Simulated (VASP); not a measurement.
Here is the system:

```xyz
1
Lattice="0.0000 1.8411 1.8411 1.8411 0.0000 1.8411 1.8411 1.8411 0.0000" Properties=species:S:1:pos:R:3 pbc="T T T"
Cu     0.0000     0.0000     0.0000
```

The numbers are results of PBE GGA, VASP's PBE PAW potentials (set 64) (plane waves; VASP), not measurements. Settings: PREC = Normal, 400 eV cut-off, 15×15×15 Γ-centred mesh, first-order Methfessel-Paxton smearing of 0.10 eV, potentials Cu.

Task: What does the run give for the energy per atom (σ→0), pressure, band gap (on the k-mesh) with the smallest direct gap where there is one?

Result: 
| Item | Result |
|---|---|
| band gap (on the k-mesh) | none (metal, semimetal or under 0.01 eV) |
| energy per atom (σ→0) | -3719 meV/atom |
| pressure | -5.69 GPa |

Total energies compare only between runs with the same potentials, cut-off and functional.

The compound is Cu in the fcc structure. The cell was not relaxed at this level. The run is one of a series of settings (PREC = Normal against the base run), some of them coarse on purpose.
